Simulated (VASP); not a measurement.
A convergence study with VASP on GaSb (zinc blende): one setting is varied, all else stays as given below, so the limit is that of these other settings. Each run relaxes cell and ions from the cell shown.

```yaml
crystal:
  lattice:
    - [0.00000, 3.05000, 3.05000]
    - [3.05000, 0.00000, 3.05000]
    - [3.05000, 3.05000, 0.00000]
  atoms:
    - { symbol: Ga, position: [0.00000, 0.00000, 0.00000] }
    - { symbol: Sb, position: [0.25000, 0.25000, 0.25000] }
```

Level of theory: PBEsol GGA, VASP's PBE PAW potentials (set 64) (plane waves; VASP). The tightest run used: 550 eV cut-off, 11×11×11 Γ-centred mesh, Gaussian smearing of 0.050 eV, potentials Ga_d Sb.

```csv
setting,relaxed volume (Å³/atom),E (eV/atom),irreducible k-points
2×2×2 mesh,36.087,-3.0180,3
3×3×3 mesh,29.923,-3.7753,4
4×4×4 mesh,29.013,-3.9761,8
5×5×5 mesh,28.730,-4.0385,10
```

**Question.** These are the cheaper rows. Estimate the results at 11×11×11 mesh, and how far the last row shown lies from them.

**Answer.** 
```json
[
 {"quantity": "relaxed volume (Å³/atom)", "tightest run": "28.581", "last row shown is off by": "0.149"},
 {"quantity": "E (eV/atom)", "tightest run": "-4.0772", "last row shown is off by": "0.0387"}
]
```

Left out are rungs that failed or repeat a setting and relaxations that didn't move; long series are thinned to 24 rows.

The compound is GaSb in the zinc blende structure.
